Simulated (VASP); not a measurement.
Input:

```
CELL_PARAMETERS angstrom
      2.16355    -6.01056     0.00000
      2.16355     6.01056     0.00000
      0.00000     0.00000     4.57014
ATOMIC_POSITIONS crystal
  Sb 0.38100 0.61900 0.53613
  Sb 0.61900 0.38100 0.46387
  Sb 0.88100 0.11900 0.96387
  Sb 0.11900 0.88100 0.03613
```

Computed with PBEsol GGA, VASP's PBE PAW potentials (set 64) (plane waves; VASP). Numerical set-up: 400 eV cut-off, 9×9×8 Γ-centred mesh, tetrahedra with Blöchl corrections, potentials Sb.

The cores are frozen, which limits the accuracy of field gradients. Without a dispersion term in the relaxation, distances and binding between the weakly bound layers, chains or molecules are unreliable, and so is what depends on them.

Question: Give the principal components of the electric field gradient (V/Å²) and the asymmetry η at each nucleus.

Answer: 
```tsv
atom	Vxx	Vyy	Vzz	η
Sb1	42.5	38.7	-81.2	0.05
Sb2	42.5	38.7	-81.2	0.05
Sb3	42.5	38.7	-81.2	0.05
Sb4	42.5	38.7	-81.2	0.05
```

The structure was generated: Sb was put into the black-P type (Cmce), which need not be its known phase. It was relaxed first, which changed the volume by -20 %.
